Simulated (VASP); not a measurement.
# GW on InP

Wanted: how far GW moves the Kohn-Sham levels of InP. The cell is of the zinc-blende type, one of the forms listed for this formula. The start is a cell from a database of measured crystal structures.

Method: PBE; plane waves and PAW (In_d_GW, P_GW), in the first sound run; inputs show where later runs differ, in VASP 6.6.1.

Most raw output is cut from this account.

**1. Set-up**

The structure is cubic, space group F-43m (No. 216). The conventional cell has a = 5.869 Å, b = 5.869 Å, c = 5.869 Å, α = 90.00°, β = 90.00°, γ = 90.00°. Nearest to In lie 4 P at 2.54 Å. Nearest to P lie 4 In at 2.54 Å. Farther neighbours are not listed.

**2. Ground state**

The orbitals come from a self-consistent PBE run with a tight EDIFF and a narrow smearing. KPOINTS_OPT adds the bands along a path, which shows whether the mesh holds the band edges.

Input file INCAR:

```
SYSTEM = InP
PREC = Accurate
ENCUT = 300
EDIFF = 1E-08
NELM = 100
ISMEAR = 0
SIGMA = 0.01
LREAL = .FALSE.
ALGO = Normal
GGA = PE
NBANDS = 15
LORBIT = 11
LWAVE = .TRUE.
LCHARG = .FALSE.
KPAR = 8
```

Input file POSCAR:

```
InP
1.0
    0.0000000000      2.9343500000      2.9343500000
    2.9343500000      0.0000000000      2.9343500000
    2.9343500000      2.9343500000      0.0000000000
In P
1 1
Direct
    0.0000000000      0.0000000000      0.0000000000
    0.2500000000      0.2500000000      0.2500000000
```

Input file KPOINTS:

```
Automatic mesh
0
Gamma
6 6 6
0 0 0
```

Input file KPOINTS_OPT:

```
Line mode
12
Line-mode
Reciprocal
  0.00000000   0.00000000   0.00000000 GAMMA
  0.50000000   0.00000000   0.50000000 X

  0.50000000   0.00000000   0.50000000 X
  0.50000000   0.25000000   0.75000000 W

  0.50000000   0.25000000   0.75000000 W
  0.37500000   0.37500000   0.75000000 K

  0.37500000   0.37500000   0.75000000 K
  0.00000000   0.00000000   0.00000000 GAMMA

  0.00000000   0.00000000   0.00000000 GAMMA
  0.50000000   0.50000000   0.50000000 L

  0.50000000   0.50000000   0.50000000 L
  0.62500000   0.25000000   0.62500000 U

  0.62500000   0.25000000   0.62500000 U
  0.50000000   0.25000000   0.75000000 W

  0.50000000   0.25000000   0.75000000 W
  0.50000000   0.50000000   0.50000000 L

  0.50000000   0.50000000   0.50000000 L
  0.37500000   0.37500000   0.75000000 K

  0.62500000   0.25000000   0.62500000 U
  0.50000000   0.00000000   0.50000000 X
```

The projector-augmented-wave data sets are In_d_GW and P_GW (PBE family, release 64).

Started as:

```console
$ mpirun -np 8 vasp_std
```

Wall time 9 s (8 MPI ranks of AMD EPYC 7R43, shared host); peak memory 0.96 GiB.

Numbers from this step:

```yaml
free_energy_toten: -8.326 eV
fermi_energy: 3.993 eV
pressure: 2.714 GPa
least_gap_on_mesh_and_path: 0.6789 eV
least_direct_gap_on_mesh_and_path: 0.6789 eV
```

The highest empty bands on the path are converged less tightly, to about 0.1 eV. Electronic bands along the path, in eV, zero at the valence-band top; v1 is the highest filled band, c1 the lowest empty one:

```csv
point,v3,v2,v1,c1,c2,c3,c4
Γ,0.00,0.00,0.00,0.68,4.08,4.08,4.08
0.55 of the way,-3.65,-1.55,-1.55,2.35,3.09,6.68,6.68
X,-5.74,-2.31,-2.31,1.77,2.26,9.18,9.55
0.45 of the way,-5.68,-2.60,-2.59,2.54,2.96,7.87,7.90
W,-5.59,-2.94,-2.90,4.29,4.36,5.55,6.20
0.45 of the way,-5.59,-3.17,-2.42,3.25,4.41,6.26,6.82
K,-5.60,-3.29,-1.93,2.36,4.38,7.49,7.52
0.45 of the way,-4.09,-2.24,-0.68,2.91,4.89,5.14,5.14
Γ,0.00,0.00,0.00,0.68,4.08,4.08,4.08
0.45 of the way,-3.10,-0.49,-0.49,1.80,4.73,4.73,5.05
L,-5.72,-0.97,-0.97,1.48,4.80,4.80,7.10
0.55 of the way,-5.55,-2.64,-1.43,2.69,4.57,5.93,6.87
U,-5.60,-3.29,-1.93,2.36,4.38,7.49,7.52
0.55 of the way,-5.59,-3.17,-2.42,3.25,4.41,6.26,6.82
W,-5.59,-2.94,-2.90,4.29,4.36,5.55,6.20
0.55 of the way,-5.55,-2.52,-1.52,2.99,4.20,5.80,7.14
L,-5.72,-0.97,-0.97,1.48,4.80,4.80,7.10
0.55 of the way,-5.55,-2.64,-1.43,2.69,4.57,5.93,6.87
K,-5.60,-3.29,-1.93,2.36,4.38,7.49,7.52
jump to U,-5.60,-3.29,-1.93,2.36,4.38,7.49,7.52
0.45 of the way,-5.70,-2.79,-2.19,2.07,2.99,8.27,8.57
X,-5.74,-2.31,-2.31,1.77,2.26,9.18,9.55
```

Of the projections kept (In, P), the largest for each band there; the rest of the weight can lie on other orbitals:

```csv
point,v3,v2,v1,c1,c2,c3,c4
Γ,P 0.76,P 0.76,P 0.76,In 0.50,In 0.78,In 0.78,In 0.78
X,In 0.72,P 0.64,P 0.64,In 0.64,In 0.64,P 0.75,In 0.54
W,In 0.73,P 0.64,P 0.59,P 0.68,P 0.54,In 0.67,In 0.63
K,In 0.71,P 0.61,P 0.65,In 0.63,P 0.57,In 0.51,P 0.57
Γ,P 0.76,P 0.76,P 0.76,In 0.50,In 0.78,In 0.78,In 0.78
L,In 0.61,P 0.69,P 0.69,In 0.61,In 0.67,In 0.67,P 0.69
```

The cell has a gap of 0.679 eV on mesh and path and a pressure of +2.7 GPa, which holds the misfit of the given cell and coordinates with this functional, and any error of cutoff, mesh and data sets. Spin-orbit coupling is left out, which can shift or reorder these edges.

**3. Empty bands, functional PBE**

ALGO = Exact makes the empty bands from the converged ground state in one step. LOPTICS writes the k-derivatives of the orbitals (WAVEDER), which give the long-wavelength limit of the screening.

Input file INCAR:

```
SYSTEM = InP
PREC = Accurate
ENCUT = 300
ISMEAR = 0
SIGMA = 0.01
LREAL = .FALSE.
GGA = PE
NBANDS = 328
ALGO = Exact
NELM = 1
LWAVE = .TRUE.
LCHARG = .FALSE.
LOPTICS = .TRUE.
NEDOS = 1000
CSHIFT = 0.1
```

POSCAR is that of step 2.

KPOINTS is that of step 2.

Started as:

```console
$ mpirun -np 8 vasp_std
```

Wall time 5.8 s (8 MPI ranks); peak memory 0.85 GiB; 40 s of CPU time.

The gap is read on the k-mesh alone, so it is an upper bound where the band edges lie off the mesh.

Numbers from this step:

* gap on the k-mesh: 0.6789 eV
* least direct gap on the k-mesh: 0.6789 eV

WAVECAR now holds 328 bands for 18 electrons. Its independent-particle dielectric tensor has xx, yy, zz = 21.4, 21.4, 21.4 on this mesh, which isn't tested for convergence in mesh or bands and lacks local fields.

**4. evGW0**

This step: evGW0 on PBE; plane waves and PAW (In_d_GW, P_GW) (VASP 6.6.1).

The lowest NBANDSGW levels in G are updated for four passes while W stays fixed, so the result depends less on the starting levels.

Input file INCAR:

```
SYSTEM = InP
PREC = Accurate
ENCUT = 300
ISMEAR = 0
SIGMA = 0.01
LREAL = .FALSE.
GGA = PE
NBANDS = 328
ALGO = EVGW0
NELMGW = 4
ENCUTGW = 200
NOMEGA = 48
PRECFOCK = Fast
NBANDSGW = 24
LWAVE = .FALSE.
LCHARG = .FALSE.
```

POSCAR is that of step 3.

KPOINTS is that of step 3.

Started as:

```console
$ mpirun -np 8 vasp_std
```

The job ended after 59 min (8 MPI ranks; peak memory 3.4 GiB; 7.8 h of CPU time).

Numbers from this step:

| Quantity | Value |
| --- | --- |
| quasiparticle gap on the mesh | 1.342 eV |
| smallest direct quasiparticle gap on the mesh | 1.342 eV |
| gap of the starting orbitals on the mesh | 0.6789 eV |

QP gap by iteration, by row:

```csv
iteration,gap (eV),direct gap (eV)
1,1.236,1.236
2,1.324,1.324
3,1.339,1.339
4,1.342,1.342
```

GW takes the gap from 0.679 to 1.342 eV. Spin-orbit coupling is left out. The value holds for 328 bands, ENCUTGW = 200 eV and this mesh, and isn't shown to be converged in them.

**5. QPGW0**

This step: QPGW0 on PBE; plane waves and PAW (In_d_GW, P_GW) (VASP 6.6.1).

Here the orbitals are updated too, by diagonalising a Hermitian self-energy in the bands up to NBANDSGW.

INCAR: that of step 4 with these lines changed.

```diff
@@ -8,3 +8,3 @@
 NBANDS = 328
-ALGO = EVGW0
+ALGO = QPGW0
 NELMGW = 4
@@ -13,3 +13,3 @@
 PRECFOCK = Fast
-NBANDSGW = 24
+NBANDSGW = 32
 LWAVE = .FALSE.
```

POSCAR is that of step 4.

KPOINTS is that of step 4.

Started as:

```console
$ mpirun -np 8 vasp_std
```

Elapsed: 1.5 h, on 8 MPI ranks.

The run was cut off at its time limit.

More ranks or a longer limit would be the way on.

**6. Orbitals for another starting point**

This step: PBE; plane waves and PAW (In_d_GW, P_GW) (VASP 6.6.1).

A hybrid converges faster from good orbitals, so a cheap PBE run writes WAVECAR first.

Input file INCAR:

```
SYSTEM = InP
PREC = Accurate
ENCUT = 300
EDIFF = 1E-05
NELM = 100
ISMEAR = 0
SIGMA = 0.01
LREAL = .FALSE.
ALGO = Normal
GGA = PE
NBANDS = 15
LORBIT = 11
LWAVE = .TRUE.
LCHARG = .FALSE.
KPAR = 8
```

POSCAR is that of step 5.

KPOINTS is that of step 5.

Started as:

```console
$ mpirun -np 8 vasp_std
```

Elapsed: 4.4 s, on 8 MPI ranks; peak memory 0.91 GiB.

This step gave:

```yaml
fermi_energy: 3.994 eV
pressure: 2.720 GPa
gap_on_the_k_mesh: 0.6788 eV
least_direct_gap_on_the_k_mesh: 0.6788 eV
```

The run ends at a pressure of 2.72 GPa.

**7. Another starting point**

This step: HSE06; plane waves and PAW (In_d_GW, P_GW) (VASP 6.6.1).

To see how much the result owes to its start, the ground state is made again with HSE06. A small SIGMA keeps every occupation at zero or full.

Input file INCAR:

```
SYSTEM = InP
PREC = Accurate
ENCUT = 300
EDIFF = 1E-08
NELM = 100
ISMEAR = 0
SIGMA = 0.01
LREAL = .FALSE.
ALGO = Normal
LHFCALC = .TRUE.
AEXX = 0.25
GGA = PE
HFSCREEN = 0.2
LASPH = .TRUE.
NBANDS = 15
PRECFOCK = Fast
LORBIT = 11
LWAVE = .TRUE.
LCHARG = .FALSE.
KPAR = 8
```

POSCAR is that of step 6.

KPOINTS is that of step 6.

The WAVECAR or CHGCAR of an earlier step is read.

Started as:

```console
$ mpirun -np 8 vasp_std
```

It took 6 min on 8 MPI ranks; peak memory 1.7 GiB.

The PAW data sets were made with PBE, which is usual practice but a small mismatch for other functionals.

Numbers from this step:

* free energy (TOTEN): -9.945 eV
* Fermi energy: 3.497 eV
* gap on the k-mesh: 1.469 eV
* least direct gap on the k-mesh: 1.469 eV

**8. Empty bands, functional HSE06**

Input file INCAR:

```
SYSTEM = InP
PREC = Accurate
ENCUT = 300
ISMEAR = 0
SIGMA = 0.01
LREAL = .FALSE.
LHFCALC = .TRUE.
AEXX = 0.25
GGA = PE
HFSCREEN = 0.2
LASPH = .TRUE.
NBANDS = 328
PRECFOCK = Fast
ALGO = Exact
NELM = 1
LWAVE = .TRUE.
LCHARG = .FALSE.
LOPTICS = .TRUE.
NEDOS = 1000
CSHIFT = 0.1
```

POSCAR is that of step 7.

KPOINTS is that of step 7.

The WAVECAR or CHGCAR of an earlier step is read.

Started as:

```console
$ mpirun -np 8 vasp_std
```

The job ended after 31 min (8 MPI ranks; peak memory 1.8 GiB; 4 h of CPU time).

**9. G0W0**

This step: G0W0 on HSE06; plane waves and PAW (In_d_GW, P_GW) (VASP 6.6.1).

One pass of GW corrects the levels to first order, with G and W from the starting orbitals.

Input file INCAR:

```
SYSTEM = InP
PREC = Accurate
ENCUT = 300
ISMEAR = 0
SIGMA = 0.01
LREAL = .FALSE.
LHFCALC = .TRUE.
AEXX = 0.25
GGA = PE
HFSCREEN = 0.2
LASPH = .TRUE.
NBANDS = 328
PRECFOCK = Fast
ALGO = EVGW0
NELMGW = 1
ENCUTGW = 200
NOMEGA = 48
NBANDSGW = 24
LWAVE = .FALSE.
LCHARG = .FALSE.
```

POSCAR is that of step 8.

KPOINTS is that of step 8.

The WAVECAR or CHGCAR of an earlier step is read.

Started as:

```console
$ mpirun -np 8 vasp_std
```

It took 17 min on 8 MPI ranks; peak memory 4 GiB.

Numbers from this step:

* quasiparticle gap on the mesh: 1.639 eV
* smallest direct quasiparticle gap on the mesh: 1.639 eV
* gap of the starting orbitals on the mesh: 1.469 eV

GW takes the gap from 1.469 to 1.639 eV. That is +403 meV against the one-shot pass on PBE. Spin-orbit coupling is left out. The value holds for 328 bands, ENCUTGW = 200 eV and this mesh, and isn't shown to be converged in them.

**10. Summary**

This step: GW series: evGW0 on PBE, G0W0 on HSE06; plane waves and PAW (VASP 6.6.1).

This step runs nothing: it gathers the runs above.

Cost is wall time times ranks on a shared host, with the step that makes the empty bands. GW runs:

```csv
level,bands,ENCUTGW (eV),NOMEGA,k mesh,starting gap (eV),quasiparticle gap (eV),direct gap (eV),cost (core minutes)
evGW0 on PBE,328,200,48,6x6x6,0.6789,1.342,1.342,470.1
G0W0 on HSE06,328,200,48,6x6x6,1.469,1.639,1.639,385.1
```

**11. What came out**

```json
{
  "evGW0 on PBE, 328 bands, ENCUTGW 200 eV, NOMEGA 48, mesh 6×6×6": "0.679 → 1.342 eV",
  "G0W0 on HSE06, 328 bands, ENCUTGW 200 eV, NOMEGA 48, mesh 6×6×6": "1.469 → 1.639 eV"
}
```

What this shows: evGW0 gives a quasiparticle gap of 1.342 eV on the mesh, 0.66 eV over the PBE gap on the same mesh. On mesh and path the starting valence top lies at Γ and the conduction bottom at Γ, so the starting gap is direct. Both points lie on the GW mesh. Over the final values of the levels run here the gap spans 1.34 to 1.64 eV. In evGW0 the first pass, which is the one-shot result, gives 1.236 eV and pass 4 gives 1.342 eV; the last pass changed the gap by +3 meV, so the loop is converged. One-shot gaps: 1.236 eV from PBE and 1.639 eV from HSE06. The starting gaps span 0.79 eV and the one-shot gaps 0.40 eV. Bands, response cutoff and mesh weren't tested for convergence. The QPGW0 run ended without a result (timeout). In In_d_GW the d shell is in the valence without all the semicore s and p states of the same shell; those stay frozen in the core, and how far that moves the GW gap wasn't tested here. Spin-orbit coupling is left out; with In in the cell it can split or shift band edges, by an amount that depends on which atoms form them and isn't tested here. Not tabulated here, as repeats of values shown or as unfit to read for their mesh, reference level or band range: eps2 curves (empty bands); eps1 curves and static values (empty bands); gaps (empty bands).

[Lines on the potential files, build, host, timing and source positions are cut from VASP's logs without a mark.]

[Logs are printed without paths, hosts, clocks, repeated set-up lines and the standing remarks that a program may print on its own settings, such as how far it seeks lower states.]

[Hosts, paths, dates, database ids (printed as entryN), source tags and the programs' standing remarks are cut or masked in the printed files.]

[Pressures printed for these runs are not shown converged in the cutoff: they can be off by several GPa and have the wrong sign.]
